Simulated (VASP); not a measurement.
OSZICAR of a VASP run on CdF2 (fluorite):

**OSZICAR**
```
       N       E                     dE             d eps       ncg     rms          rms(c)
DAV:   1     0.206288498447E+03    0.20629E+03   -0.15923E+04   560   0.156E+03
DAV:   2    -0.384851194215E+01   -0.21014E+03   -0.20302E+03   635   0.384E+02
DAV:   3    -0.126488610845E+02   -0.88003E+01   -0.87795E+01   586   0.900E+01
DAV:   4    -0.126953617486E+02   -0.46501E-01   -0.46481E-01   590   0.646E+00
DAV:   5    -0.126955272814E+02   -0.16553E-03   -0.16553E-03   587   0.360E-01    0.978E+00
DAV:   6    -0.108822527457E+02    0.18133E+01   -0.54968E+00   691   0.455E+01    0.698E+00
DAV:   7    -0.109252776240E+02   -0.43025E-01   -0.92028E-01   545   0.996E+00    0.403E+00
DAV:   8    -0.109155942516E+02    0.96834E-02   -0.18296E-01   584   0.421E+00    0.776E-01
DAV:   9    -0.109052882235E+02    0.10306E-01   -0.46005E-02   667   0.252E+00    0.103E-01
DAV:  10    -0.109058325533E+02   -0.54433E-03   -0.33838E-03   549   0.760E-01    0.125E-01
DAV:  11    -0.109059264125E+02   -0.93859E-04   -0.22245E-04   595   0.187E-01    0.510E-02
DAV:  12    -0.109059592143E+02   -0.32802E-04   -0.10515E-04   555   0.937E-02    0.164E-02
DAV:  13    -0.109059611401E+02   -0.19258E-05   -0.56187E-06   612   0.219E-02    0.667E-03
DAV:  14    -0.109059610536E+02    0.86518E-07   -0.16721E-06   426   0.201E-02
   1 F= -.10905961E+02 E0= -.10905961E+02  d E =-.109060E+02
```

**Question.** Which electronic solver shows in the log?

**Answer.** It is blocked Davidson (ALGO = Normal, or the opening steps of other solvers). The INCAR had ALGO = Normal.

**Question.** Can the final energy be trusted as converged?

**Answer.** The calculation finished and met its thresholds. It stopped with EDIFF = 1E-6, NELM = 100, NSW = 60 and EDIFFG = -0.02 after 1 ionic step (PBE GGA, plane waves, VASP's PBE PAW potentials (set 64)).

The compound is CdF2 in the fluorite structure. It was relaxed first, which changed the volume by +6 %. The start is the result of an earlier pass.
